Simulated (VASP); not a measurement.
Consider the following.

```cif
data_B4N4
_chemical_formula_sum 'B4 N4'
_space_group_name_H-M_alt 'F-43m'
_space_group_IT_number 216
_space_group_name_Hall 'F -4 2 3'
_cell_length_a 3.62544
_cell_length_b 3.62544
_cell_length_c 3.62544
_cell_angle_alpha 90.000
_cell_angle_beta 90.000
_cell_angle_gamma 90.000
loop_
_atom_site_label
_atom_site_type_symbol
_atom_site_symmetry_multiplicity
_atom_site_Wyckoff_symbol
_atom_site_fract_x
_atom_site_fract_y
_atom_site_fract_z
_atom_site_occupancy
B1 B 4 a 0.00000 0.00000 0.00000 1
N1 N 4 d 0.75000 0.75000 0.75000 1
```
(The calculation used a cell of 2 atoms; values per cell refer to that cell.)

Calculation: PBE GGA, VASP's PBE PAW potentials (set 64) (plane waves; VASP). Numerical set-up: 600 eV cut-off, 12×12×12 Γ-centred mesh, Gaussian smearing of 0.050 eV, potentials B N.

Each relaxation starts from this cell; other phases were not tried.

**Question.** The cell is relaxed at 5 GPa. What happens?

**Answer.** The volume per atom goes from 5.96 to 5.87 Å³ (-1.4 %), and the cell becomes a = 3.6088 Å, b = 3.6088 Å, c = 3.6088 Å, α = 90.00°, β = 90.00°, γ = 90.00°, space group F-43m. The gap on the mesh goes from 4.45 to 4.46 eV.

**Question.** The cell is relaxed at 20 GPa. What happens?

**Answer.** The volume per atom goes from 5.96 to 5.67 Å³ (-4.9 %), and the cell becomes a = b = c = 3.5655 Å, α = β = γ = 90.00°, space group F-43m. The gap on the mesh goes from 4.45 to 4.50 eV.

Failed runs are left out, and for metals the shear rows, which the mesh's noise covers.

The compound is BN in the zinc blende structure.
